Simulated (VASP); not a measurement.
OSZICAR of a VASP run on Cu₁₆H:

### OSZICAR
```
       N       E                     dE             d eps       ncg     rms          rms(c)
DAV:   1     0.155224092869E+04    0.15522E+04   -0.64640E+04  1908   0.176E+03
DAV:   2     0.125476589686E+03   -0.14268E+04   -0.13809E+04  1908   0.416E+02
DAV:   3    -0.613803714910E+02   -0.18686E+03   -0.17151E+03  1954   0.203E+02
DAV:   4    -0.708671599595E+02   -0.94868E+01   -0.92493E+01  2142   0.611E+01
DAV:   5    -0.711507057915E+02   -0.28355E+00   -0.28259E+00  2214   0.860E+00    0.293E+01
DAV:   6    -0.646038398324E+02    0.65469E+01   -0.16038E+02  2160   0.132E+02    0.166E+01
DAV:   7    -0.582164838325E+02    0.63874E+01   -0.32085E+01  2244   0.857E+01    0.490E+00
DAV:   8    -0.581944754746E+02    0.22008E-01   -0.58131E+00  2216   0.420E+01    0.157E+00
DAV:   9    -0.582705743909E+02   -0.76099E-01   -0.20466E+00  2348   0.171E+01    0.282E+00
DAV:  10    -0.582265957731E+02    0.43979E-01   -0.57078E-01  2064   0.152E+01    0.214E+00
DAV:  11    -0.581680788507E+02    0.58517E-01   -0.15673E-01  2336   0.800E+00    0.101E+00
DAV:  12    -0.581654874456E+02    0.25914E-02   -0.21391E-01  2206   0.836E+00    0.566E-01
DAV:  13    -0.581652869698E+02    0.20048E-03   -0.85977E-02  2244   0.476E+00    0.652E-01
DAV:  14    -0.581542105112E+02    0.11076E-01   -0.31083E-02  2096   0.247E+00    0.178E-01
DAV:  15    -0.581551012553E+02   -0.89074E-03   -0.13862E-02  2272   0.134E+00    0.255E-01
DAV:  16    -0.581547931643E+02    0.30809E-03   -0.23439E-03  2048   0.838E-01    0.222E-01
DAV:  17    -0.581539346948E+02    0.85847E-03   -0.37528E-03  2024   0.747E-01    0.406E-02
DAV:  18    -0.581542109048E+02   -0.27621E-03   -0.95952E-04  2172   0.495E-01    0.406E-02
DAV:  19    -0.581543299284E+02   -0.11902E-03   -0.25766E-04  2080   0.329E-01    0.279E-02
DAV:  20    -0.581544564921E+02   -0.12656E-03   -0.10105E-04  2104   0.192E-01    0.223E-02
DAV:  21    -0.581546110157E+02   -0.15452E-03   -0.45752E-05  1848   0.123E-01    0.183E-02
DAV:  22    -0.581547070118E+02   -0.95996E-04   -0.39700E-05  1632   0.107E-01    0.563E-03
DAV:  23    -0.581548279000E+02   -0.12089E-03   -0.21495E-05  1380   0.489E-02    0.758E-03
DAV:  24    -0.581549050087E+02   -0.77109E-04   -0.95844E-06  1224   0.470E-02    0.896E-03
DAV:  25    -0.581549694538E+02   -0.64445E-04   -0.56424E-06  1224   0.397E-02    0.617E-03
DAV:  26    -0.581550240553E+02   -0.54602E-04   -0.10271E-05  1208   0.342E-02    0.432E-03
DAV:  27    -0.581550433114E+02   -0.19256E-04   -0.27413E-06  1140   0.238E-02    0.197E-03
DAV:  28    -0.581550474788E+02   -0.41674E-05   -0.12800E-06  1184   0.121E-02
   1 F= -.58155047E+02 E0= -.58152980E+02  d E =-.581550E+02
       N       E                     dE             d eps       ncg     rms          rms(c)
DAV:   1    -0.582033294557E+02   -0.48286E-01   -0.20361E+01  1930   0.150E+01    0.405E-01
DAV:   2    -0.582445129930E+02   -0.41184E-01   -0.43493E-01  2904   0.504E+00    0.485E-01
DAV:   3    -0.582432258977E+02    0.12871E-02   -0.23947E-02  2078   0.439E+00    0.293E-01
DAV:   4    -0.582424020703E+02    0.82383E-03   -0.47407E-03  2634   0.224E+00    0.231E-01
DAV:   5    -0.582421284473E+02    0.27362E-03   -0.24715E-03  2758   0.130E+00    0.176E-01
DAV:   6    -0.582416791544E+02    0.44929E-03   -0.21967E-03  2982   0.955E-01    0.518E-02
DAV:   7    -0.582417189223E+02   -0.39768E-04   -0.71226E-04  2560   0.467E-01    0.353E-02
DAV:   8    -0.582417099067E+02    0.90156E-05   -0.27106E-04  2026   0.357E-01    0.189E-02
DAV:   9    -0.582417070505E+02    0.28562E-05   -0.48570E-05  1748   0.109E-01
   2 F= -.58241707E+02 E0= -.58239843E+02  d E =-.866596E-01
       N       E                     dE             d eps       ncg     rms          rms(c)
DAV:   1    -0.582297204598E+02    0.11989E-01   -0.24361E+01  1930   0.165E+01    0.449E-01
DAV:   2    -0.582792782647E+02   -0.49558E-01   -0.52338E-01  2880   0.545E+00    0.521E-01
DAV:   3    -0.582778220664E+02    0.14562E-02   -0.28160E-02  2088   0.472E+00    0.320E-01
DAV:   4    -0.582769069793E+02    0.91509E-03   -0.57684E-03  2614   0.242E+00    0.254E-01
DAV:   5    -0.582765648325E+02    0.34215E-03   -0.30286E-03  2816   0.155E+00    0.190E-01
DAV:   6    -0.582760290920E+02    0.53574E-03   -0.28300E-03  3008   0.115E+00    0.489E-02
DAV:   7    -0.582760910166E+02   -0.61925E-04   -0.85457E-04  2496   0.485E-01    0.374E-02
DAV:   8    -0.582760851531E+02    0.58635E-05   -0.33858E-04  2040   0.377E-01    0.211E-02
DAV:   9    -0.582760806227E+02    0.45304E-05   -0.51354E-05  1776   0.116E-01
   3 F= -.58276081E+02 E0= -.58274522E+02  d E =-.121033E+00
       N       E                     dE             d eps       ncg     rms          rms(c)
DAV:   1    -0.582801194536E+02   -0.40343E-02   -0.42097E+00  1962   0.679E+00    0.148E-01
DAV:   2    -0.582875490946E+02   -0.74296E-02   -0.77827E-02  2870   0.185E+00    0.168E-01
DAV:   3    -0.582873619358E+02    0.18716E-03   -0.26328E-03  2032   0.101E+00    0.114E-01
DAV:   4    -0.582872965003E+02    0.65436E-04   -0.55815E-04  2104   0.514E-01    0.942E-02
DAV:   5    -0.582872387813E+02    0.57719E-04   -0.31581E-04  3128   0.572E-01    0.699E-02
DAV:   6    -0.582872128554E+02    0.25926E-04   -0.48320E-04  2550   0.969E-01    0.444E-02
DAV:   7    -0.582871441606E+02    0.68695E-04   -0.28260E-04  3108   0.526E-01    0.117E-02
DAV:   8    -0.582871536960E+02   -0.95355E-05   -0.11456E-04  2384   0.119E-01    0.128E-02
DAV:   9    -0.582871527504E+02    0.94559E-06   -0.22157E-05  1212   0.605E-02
   4 F= -.58287153E+02 E0= -.58285772E+02  d E =-.110721E-01
       N       E                     dE             d eps       ncg     rms          rms(c)
DAV:   1    -0.582751428471E+02    0.12011E-01   -0.10950E+01  1958   0.110E+01    0.260E-01
DAV:   2    -0.582952198205E+02   -0.20077E-01   -0.21299E-01  2862   0.313E+00    0.303E-01
DAV:   3    -0.582945177933E+02    0.70203E-03   -0.85594E-03  2024   0.183E+00    0.190E-01
DAV:   4    -0.582943353856E+02    0.18241E-03   -0.17926E-03  2152   0.787E-01    0.156E-01
DAV:   5    -0.582940058803E+02    0.32951E-03   -0.82648E-04  2668   0.363E-01    0.837E-02
DAV:   6    -0.582940577656E+02   -0.51885E-04   -0.71443E-04  2382   0.101E+00    0.680E-02
DAV:   7    -0.582939127343E+02    0.14503E-03   -0.49896E-04  2852   0.894E-01    0.189E-02
DAV:   8    -0.582939200509E+02   -0.73166E-05   -0.17658E-04  3006   0.236E-01    0.159E-02
DAV:   9    -0.582939190659E+02    0.98502E-06   -0.44022E-05  1732   0.911E-02
   5 F= -.58293919E+02 E0= -.58292838E+02  d E =-.178384E-01
       N       E                     dE             d eps       ncg     rms          rms(c)
DAV:   1    -0.582940386304E+02   -0.11858E-03   -0.25126E+00  1974   0.526E+00    0.108E-01
DAV:   2    -0.582984545502E+02   -0.44159E-02   -0.45715E-02  2796   0.156E+00    0.130E-01
DAV:   3    -0.582984384881E+02    0.16062E-04   -0.23427E-03  2028   0.921E-01    0.859E-02
DAV:   4    -0.582983985100E+02    0.39978E-04   -0.37139E-04  2064   0.443E-01    0.735E-02
DAV:   5    -0.582984127056E+02   -0.14196E-04   -0.32728E-04  3060   0.712E-01    0.703E-02
DAV:   6    -0.582983111622E+02    0.10154E-03   -0.41841E-04  3574   0.667E-01    0.292E-02
DAV:   7    -0.582983038629E+02    0.72993E-05   -0.10276E-04  2546   0.228E-01    0.186E-02
DAV:   8    -0.582983001531E+02    0.37098E-05   -0.38014E-05  1612   0.109E-01
   6 F= -.58298300E+02 E0= -.58297358E+02  d E =-.438109E-02
       N       E                     dE             d eps       ncg     rms          rms(c)
DAV:   1    -0.582964428964E+02    0.18610E-02   -0.24050E+00  1974   0.515E+00    0.105E-01
DAV:   2    -0.583006728595E+02   -0.42300E-02   -0.43723E-02  2796   0.153E+00    0.127E-01
DAV:   3    -0.583006614124E+02    0.11447E-04   -0.22450E-03  2020   0.887E-01    0.843E-02
DAV:   4    -0.583006235916E+02    0.37821E-04   -0.35580E-04  2120   0.415E-01    0.727E-02
DAV:   5    -0.583006360000E+02   -0.12408E-04   -0.32792E-04  3180   0.702E-01    0.681E-02
DAV:   6    -0.583005384917E+02    0.97508E-04   -0.38959E-04  3542   0.684E-01    0.292E-02
DAV:   7    -0.583005307985E+02    0.76932E-05   -0.98133E-05  2474   0.227E-01
   7 F= -.58300531E+02 E0= -.58299707E+02  d E =-.661173E-02
       N       E                     dE             d eps       ncg     rms          rms(c)
DAV:   1    -0.583000045894E+02    0.53390E-03   -0.48512E-01  1990   0.232E+00    0.460E-02
DAV:   2    -0.583008807022E+02   -0.87611E-03   -0.89671E-03  2796   0.627E-01    0.505E-02
DAV:   3    -0.583008804694E+02    0.23283E-06   -0.35200E-04  2018   0.372E-01    0.374E-02
DAV:   4    -0.583008741231E+02    0.63463E-05   -0.69546E-05  1944   0.253E-01
   8 F= -.58300874E+02 E0= -.58300067E+02  d E =-.695506E-02
       N       E                     dE             d eps       ncg     rms          rms(c)
DAV:   1    -0.582992470350E+02    0.16334E-02   -0.23287E+00  2002   0.498E+00    0.108E-01
DAV:   2    -0.583030973137E+02   -0.38503E-02   -0.39605E-02  2810   0.154E+00    0.138E-01
DAV:   3    -0.583030903322E+02    0.69815E-05   -0.33435E-03  2020   0.136E+00    0.105E-01
DAV:   4    -0.583030355621E+02    0.54770E-04   -0.57592E-04  2088   0.610E-01    0.778E-02
DAV:   5    -0.583029983656E+02    0.37197E-04   -0.31813E-04  2974   0.420E-01    0.635E-02
DAV:   6    -0.583029663862E+02    0.31979E-04   -0.38054E-04  3396   0.495E-01    0.295E-02
DAV:   7    -0.583029506601E+02    0.15726E-04   -0.85252E-05  2202   0.278E-01    0.125E-02
DAV:   8    -0.583029505575E+02    0.10258E-06   -0.29414E-05  1432   0.806E-02
   9 F= -.58302951E+02 E0= -.58302404E+02  d E =-.207643E-02
```

Which electronic solver shows in the log?

It is blocked Davidson (ALGO = Normal, or the opening steps of other solvers). The INCAR had ALGO = Normal.

Can the final energy be trusted as converged?

The run converged. It stopped with EDIFF = 1E-5, NELM = 100, NSW = 50 and EDIFFG = -0.03 after 9 ionic steps (PBE GGA, plane waves, VASP's PBE PAW potentials (set 64)).

The cell is a thin slab with vacuum, built from Cu (fcc): (100) face, H adsorbed.
